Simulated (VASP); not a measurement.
# MgCd2S3 (Immm) in VASP: relaxation of cell and atoms with PBE

Aim: the relaxation of cell and atoms of MgCd2S3 with PBE.

Program: VASP 6.6.1. These are calculated values, not measurements. Logs are shortened: lines on timing, memory, paths and dates and some standing lists are left out, and cuts for length are marked.

## Step 1: The structure

The structure is orthorhombic, space group Immm (No. 71). Conventional cell: a = 3.800 Å, b = 5.379 Å, c = 11.411 Å, α = 90.00°, β = 90.00°, γ = 90.00°. Mg (site symmetry mmm) is surrounded by 6 S at 2.69 Å. Around Cd (site symmetry mm2) lie 6 S at 2.69 Å. S (site symmetry mm2) is surrounded by 4 Cd at 2.69 Å and 2 Mg at 2.69 Å. S (site symmetry mmm) has 4 Cd at 2.69 Å and 2 Mg at 2.69 Å as nearest neighbours.

The cell was built by a generator and needn't be a form met in nature.

## Step 2: Relaxation of cell and atoms, PBE

The input, INCAR:

```
SYSTEM = MgCd2S3
PREC = Normal ; ENCUT = 520
EDIFF = 1E-4 ; ISMEAR = 0
SIGMA = 0.15 ; LREAL = .FALSE.
LASPH = .TRUE. ; NELM = 60
ALGO = Fast ; ISIF = 3
LWAVE = .FALSE. ; LCHARG = .FALSE.
GGA = PE ; IBRION = 2
NSW = 24 ; EDIFFG = -0.08
```

The input, KPOINTS:

```
Automatic mesh
0
G
  5 5 5
  0 0 0
```

The input, POSCAR:

```
MgCd2S3
1.0
   -1.9002343200      2.6894850900      5.7057300500
    1.9002343200     -2.6894850900      5.7057300500
    1.9002343200      2.6894850900     -5.7057300500
Mg Cd S
1 2 3
Direct
    0.0000000000      0.0000000000      0.0000000000
    0.6667000000      0.6667000000      0.0000000000
    0.3333000000      0.3333000000      0.0000000000
    0.8333000000      0.3333000000      0.5000000000
    0.1667000000      0.6667000000      0.5000000000
    0.5000000000      0.0000000000      0.5000000000
```

Potentials or basis: VASP PAW PBE potentials, release 64 (Mg, Cd, S).

Launch:

```sh
cat potpaw_PBE.64/Mg/POTCAR potpaw_PBE.64/Cd/POTCAR potpaw_PBE.64/S/POTCAR > POTCAR
mpirun -np 1 vasp_std > vasp.out
```

OUTCAR:

```text
SYSTEM = MgCd2S3
   PREC = Normal
   ENCUT = 520
   EDIFF = 1E-4
   ISMEAR = 0
   LREAL = .FALSE.
   LASPH = .TRUE.
   NELM = 60
   ISIF = 3
   GGA = PE
   IBRION = 2
   NSW = 24
   EDIFFG = -0.08

 ion  position               nearest neighbor table
   1  0.000  0.000  0.000-   4 2.69   5 2.69   5 2.69   4 2.69   6 2.69   6 2.69
   2  0.667  0.667  0.000-   4 2.69   4 2.69   6 2.69   6 2.69   5 2.69   5 2.69
   3  0.333  0.333  0.000-   5 2.69   5 2.69   6 2.69   6 2.69   4 2.69   4 2.69
   4  0.833  0.333  0.500-   2 2.69   2 2.69   1 2.69   1 2.69   3 2.69   3 2.69
   5  0.167  0.667  0.500-   3 2.69   3 2.69   1 2.69   1 2.69   2 2.69   2 2.69
   6  0.500  0.000  0.500-   3 2.69   2 2.69   2 2.69   3 2.69   1 2.69   1 2.69

  LATTYP: Found a body centered orthorhombic cell.
 ALAT       =     3.8004686400
 B/A-ratio  =     1.4153439193
 C/A-ratio  =     3.0026455106

  Lattice vectors:

 A1 = (  -1.9002343200,   2.6894850900,   5.7057300500)
 A2 = (   1.9002343200,  -2.6894850900,   5.7057300500)
 A3 = (   1.9002343200,   2.6894850900,  -5.7057300500)

Analysis of symmetry for initial positions (statically):
=====================================================================
 Subroutine PRICEL returns:
 Original cell was already a primitive cell.

 Routine SETGRP: Setting up the symmetry group for a
 body centered orthorhombic supercell.

 Subroutine GETGRP returns: Found  8 space group operations
 (whereof  8 operations were pure point group operations)
 out of a pool of  8 trial point group operations.

The static configuration has the point symmetry D_2h.

Analysis of symmetry for dynamics (positions and initial velocities):
=====================================================================
 Subroutine PRICEL returns:
 Original cell was already a primitive cell.

 Routine SETGRP: Setting up the symmetry group for a
 body centered orthorhombic supercell.

 Subroutine GETGRP returns: Found  8 space group operations
 (whereof  8 operations were pure point group operations)
 out of a pool of  8 trial point group operations.

The dynamic configuration has the point symmetry D_2h.

 Subroutine INISYM returns: Found  8 space group operations
 (whereof  8 operations are pure point group operations),
 and found     1 'primitive' translations

----------------------------------------------------------------------------------------

                                     Primitive cell
[... 109 lines left out ...]
   PSTRESS=    0.0 pullay stress
   NELECT =      44.0000    total number of electrons
   NUPDOWN=      -1.0000    fix difference up-down
   EMIN   =  10.00;   EMAX   =-10.00  energy-range for DOS
   EFERMI =   0.00;   METHOD = LEGACY
   ISMEAR =     0;   SIGMA  =   0.15  broadening in eV -4-tet -1-fermi 0-gaus
   EFERMI_NEDOS =   21; number of points for ismear=-14 and -15
   IALGO  =     68    algorithm
   IMIX   =      4    mixing-type and parameters
     AMIX     =   0.40;   BMIX     =  1.00
     AMIX_MAG =   1.60;   BMIX_MAG =  1.00
  volume/ion in A,a.u.               =      19.44       131.19
  Fermi-wavevector in a.u.,A,eV,Ry     =   1.182887  2.235332 19.037563  1.399221
  Thomas-Fermi vector in A             =   2.319132
   LORBIT       =      0    0 simple, 1 ext, 2 COOP (PROOUT), +10 PAW based schemes
   GGA     = PE    functional components
   LHFCALC =     F    Hartree Fock is set to
   AEXX    =    0.0000 exact exchange contribution
   IVDW    =     0    specifies the selected vdW correction
   LEPSILON=     F    determine dielectric tensor
   LRPA    =     F    only Hartree local field effects (RPA)
 conjugate gradient relaxation of ions
 non-spin polarized calculation
 RMM-DIIS sequential band-by-band and
 Gauss-broadening in eV      SIGMA  =   0.15
  energy-cutoff  :      520.00
  volume of cell :      116.64
 maximum number of plane-waves:      3169
   NGX = 25   NGY = 25   NGZ = 25

--------------------------------------- Ionic step        1  -------------------------------------------

 number of electron      44.0000003 magnetization

 Free energy of the ion-electron system (eV)
  ---------------------------------------------------
  ext. energy  EPLUGINS =         0.00000000
  ---------------------------------------------------
  free energy    TOTEN  =       -20.05807820 eV

  energy without entropy =      -20.05807819  energy(sigma->0) =      -20.05807819

------------------------ aborting loop because EDIFF is reached ----------------------------------------

  FORCE on cell =-STRESS in cart. coord.  units (eV):
  Direction    XX          YY          ZZ          XY          YZ          ZX
  --------------------------------------------------------------------------------------
  -------------------------------------------------------------------------------------
  Total        1.8074069      1.5146651      1.5928704      0.0000000      0.0000000      0.0000000
  in kB       24.8267013     20.8055736     21.8798088      0.0000000      0.0000000      0.0000000
  external PRESSURE =      22.5040279 kB  Pullay stress =       0.0000000 kB
[... 147 lines left out ...]
--------------------------------------- Ionic step        5  -------------------------------------------

 number of electron      44.0000007 magnetization

 Free energy of the ion-electron system (eV)
  ---------------------------------------------------
  ext. energy  EPLUGINS =         0.00000000
  ---------------------------------------------------
  free energy    TOTEN  =       -20.13178673 eV

  energy without entropy =      -20.13178667  energy(sigma->0) =      -20.13178670

 E-fermi :   3.6028     XC(G=0): -10.0913

 val. band max:        3.1046869110   @ k =  -0.4000  -0.4000   0.4000
 cond. band min:       4.0924000630   @ k =  -0.4000  -0.4000   0.4000
 fundamental gap:      0.9877131520
 Fermi energy:         3.6028029846

 k-point     1 :       0.0000    0.0000    0.0000
  band No.  band energies     occupation
      1      -9.6501      2.00000
      2      -8.5918      2.00000
      3      -8.3655      2.00000
      4      -4.6622      2.00000
      5      -4.6435      2.00000
      6      -4.5456      2.00000
[... 685 lines left out ...]
     25       7.5097      0.00000
     26       9.0242      0.00000

 [... further k-points ...]

------------------------ aborting loop because EDIFF is reached ----------------------------------------

  FORCE on cell =-STRESS in cart. coord.  units (eV):
  Direction    XX          YY          ZZ          XY          YZ          ZX
  --------------------------------------------------------------------------------------
  -------------------------------------------------------------------------------------
  Total       -0.0189825      0.1059049      0.1590903      0.0000000      0.0000000      0.0000000
  in kB       -0.2545994      1.4204322      2.1337714      0.0000000      0.0000000      0.0000000
  external PRESSURE =       1.0998681 kB  Pullay stress =       0.0000000 kB
[... 21 lines left out ...]
  FREE ENERGIE OF THE ION-ELECTRON SYSTEM (eV)
  ---------------------------------------------------
  free  energy   TOTEN  =       -20.1317867317 eV

  energy  without entropy=      -20.1317866664  energy(sigma->0) =      -20.13178670

 reached required accuracy - stopping structural energy minimisation
```

OSZICAR:

```text
N       E                     dE             d eps       ncg     rms          rms(c)
DAV:   1     0.296744740345E+03    0.29674E+03   -0.21360E+04  1420   0.155E+03
DAV:   2    -0.155147222684E+01   -0.29830E+03   -0.29121E+03  1592   0.353E+02
DAV:   3    -0.214315716024E+02   -0.19880E+02   -0.19760E+02  1648   0.884E+01
[... 34 lines left out ...]
RMM:   2    -0.201324334864E+02    0.98631E-02   -0.16168E-01  1404   0.290E+00    0.341E-01
RMM:   3    -0.201317371720E+02    0.69631E-03   -0.25512E-02  1405   0.948E-01    0.310E-01
RMM:   4    -0.201317455087E+02   -0.83366E-05   -0.39760E-03  1412   0.389E-01    0.132E-01
RMM:   5    -0.201317732581E+02   -0.27749E-04   -0.14163E-03  1389   0.255E-01    0.676E-02
RMM:   6    -0.201317867317E+02   -0.13474E-04   -0.26423E-04   896   0.115E-01
   5 F= -.20131787E+02 E0= -.20131787E+02  d E =-.252932E-01
```

CONTCAR:

```text
MgCd2S3
   1.00000000000000
    -1.9203402243707979    2.7054635665487474    5.7481282805216374
     1.9203402243707979   -2.7054635665487474    5.7481282805216374
     1.9203402243707979    2.7054635665487474   -5.7481282805216374
  Mg              Cd              S
     1     2     3
Direct
     0.0000000000000000    0.0000000000000000    0.0000000000000000
     0.6665889639261319    0.6665889639261319    0.0000000000000000
     0.3334110360738681    0.3334110360738681    0.0000000000000000
     0.8407995058987152    0.3407995058987152    0.5000000000000000
     0.1592004941012848    0.6592004941012848    0.5000000000000000
     0.5000000000000000    0.0000000000000000    0.5000000000000000

  0.00000000E+00  0.00000000E+00  0.00000000E+00
  0.00000000E+00  0.00000000E+00  0.00000000E+00
  0.00000000E+00  0.00000000E+00  0.00000000E+00
  0.00000000E+00  0.00000000E+00  0.00000000E+00
  0.00000000E+00  0.00000000E+00  0.00000000E+00
  0.00000000E+00  0.00000000E+00  0.00000000E+00
```

Run time: 81 s. Hardware: 1 thread of Intel Xeon 6975P-C (Granite Rapids), shared host; peak memory 0.29 GiB.

Results:

| Quantity | Value |
| --- | --- |
| Free energy | -20.1318 eV |
| Relaxed volume | 19.91 Å³/atom |
| Relaxed cell | a = 6.637 Å, b = 6.637 Å, c = 6.637 Å, α = 146.36°, β = 131.89°, γ = 59.99° |
| Space group after relaxing (to 0.05 Å) | Immm (No. 71) |
| Energy gained by relaxing | 12.3 meV/atom |
| Ionic steps | 5 |
| Pressure after relaxing | 0.1 GPa |
| Largest force after relaxing | 0.065 eV/Å |
| Band gap on the k mesh | 0.99 eV, direct |

Forces in eV/Å, atoms in the order of the input:
```
Mg   0.000  0.000  0.000
Cd   0.000  0.000  0.065
Cd   0.000  0.000 -0.065
S    0.000  0.000  0.017
S    0.000  0.000 -0.017
S    0.000  0.000  0.000
```

The path:
```csv
step,energy change (eV),largest force (eV/Å),pressure (GPa),volume (Å³)
1,0.0000,0.6289,2.25,116.64
2,-0.0483,0.3452,-0.92,121.31
3,-0.0484,0.3701,-0.80,121.03
4,-0.0651,0.2333,-0.24,120.36
5,-0.0737,0.0655,0.11,119.46
```

Final structure:
```
CELL_PARAMETERS angstrom
-1.92034 2.70546 5.74813
1.92034 -2.70546 5.74813
1.92034 2.70546 -5.74813
ATOMIC_POSITIONS crystal
Mg 0.00000 0.00000 0.00000
Cd 0.66659 0.66659 0.00000
Cd 0.33341 0.33341 0.00000
S 0.84080 0.34080 0.50000
S 0.15920 0.65920 0.50000
S 0.50000 0.00000 0.50000
```

Caveat: an odd mesh through Γ misses points on the zone boundary, where band edges often lie; the relaxation stopped at a loose force limit of 0.08 eV/Å, so its end isn't a converged minimum.
